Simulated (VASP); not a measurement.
Input:

```yaml
crystal:
  lattice:
    - [0.00000, 3.00821, 3.00821]
    - [3.00821, 0.00000, 3.00821]
    - [3.00821, 3.00821, 0.00000]
  atoms:
    - { symbol: In, position: [0.00000, 0.00000, 0.00000] }
    - { symbol: P, position: [0.25000, 0.25000, 0.25000] }
```

Calculation: PBE0 hybrid, VASP's PBE PAW potentials (set 64) (plane waves; VASP 6.6.1). Settings: 520 eV cut-off, 6×6×6 Γ-centred mesh, Gaussian smearing of 0.050 eV, potentials In_d P.

**Question.** Give the stress tensor in GPa (positive for a compressed cell).

**Answer.** 
```
-3.93   0.00   0.00
 0.00  -3.93   0.00
 0.00   0.00  -3.93
```
The pressure is its mean diagonal, -3.93 GPa.

The compound is InP in the zinc blende structure. This cell is one point of a volume scan, at 1.03 of the reference volume. The cell's shape comes from a PBE relaxation.
